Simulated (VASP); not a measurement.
The system is Sn2GeO2.

```
CELL_PARAMETERS angstrom
2.34348 -3.99369 0.00000
2.34348 3.99369 0.00000
0.00000 0.00000 6.16171
ATOMIC_POSITIONS crystal
Sn 0.73546 0.73546 0.00000
Sn 0.26454 0.26454 0.00000
Ge 0.50000 0.50000 0.50000
O 0.00000 0.50000 0.00000
O 0.50000 0.00000 0.00000
```

The cell was built by a generator and needn't be a form met in nature.

- Program: VASP 6.6.1
- Task: relaxation of cell and atoms
- Functional: PBE
- Potentials or basis: VASP PAW PBE potentials, release 64 (Sn_d, Ge_d, O)
- Cutoff: 520 eV
- k mesh: 4 × 4 × 3
- Occupations: gaussian, width 0.15 eV
- Spin: no spin polarisation

At the start: pressure 21.4 GPa; volume 23.07 Å³/atom.

Task: How do energy, volume and symmetry change on relaxing?

Result: Over 18 steps the energy falls by 1076.7 meV/atom and the volume is 23.49 Å³/atom (+1.8 %); space group Cmmm (No. 65, to 0.05 Å).

The path:
| step | energy change (eV) | largest force (eV/Å) | pressure (GPa) | volume (Å³) |
| --- | --- | --- | --- | --- |
| 1 | 0.0000 | 7.4985 | 21.44 | 115.34 |
| 2 | -1.2305 | 7.1895 | -6.42 | 170.05 |
| 3 | -2.6431 | 6.1858 | 1.35 | 138.13 |
| 4 | -4.1087 | 0.3191 | -7.33 | 156.37 |
| 5 | -4.3248 | 0.6414 | -5.77 | 150.60 |
| 6 | -4.8143 | 0.1865 | -0.30 | 132.95 |
| 7 | -4.8257 | 0.0988 | -0.07 | 130.88 |
| 8 | -5.1633 | 0.3258 | 0.95 | 123.23 |
| 9 | -5.2454 | 1.0146 | 2.44 | 115.94 |
| 10 | -5.2528 | 0.7685 | 1.98 | 117.85 |
| 11 | -5.3291 | 0.4357 | -0.34 | 120.06 |
| 12 | -5.3389 | 0.2934 | -1.19 | 121.07 |
| 13 | -5.3679 | 0.1488 | -0.43 | 119.99 |
| 14 | -5.3708 | 0.1080 | -0.25 | 119.69 |
| 15 | -5.3694 | 0.0577 | -0.31 | 119.07 |
| 16 | -5.3714 | 0.1470 | -0.41 | 119.48 |
| 17 | -5.3797 | 0.0534 | -0.12 | 118.48 |
| 18 | -5.3835 | 0.0196 | -0.02 | 117.46 |

Final structure:
```
Sn Ge O
1.0
     3.05907   -4.09627    0.00000
     3.05907    4.09627    0.00000
     0.00000    0.00000    4.68667
Sn Ge O
2 1 2
Cartesian
  4.6346 0.0000 0.0000
  1.4835 0.0000 0.0000
  3.0591 0.0000 2.3433
  1.5295 2.0481 0.0000
  1.5295 -2.0481 0.0000
```

Caveat: the k mesh is coarse (spacing up to 0.39 Å⁻¹), so the values aren't converged; the relaxation stopped at a loose force limit of 0.08 eV/Å, so its end isn't a converged minimum.
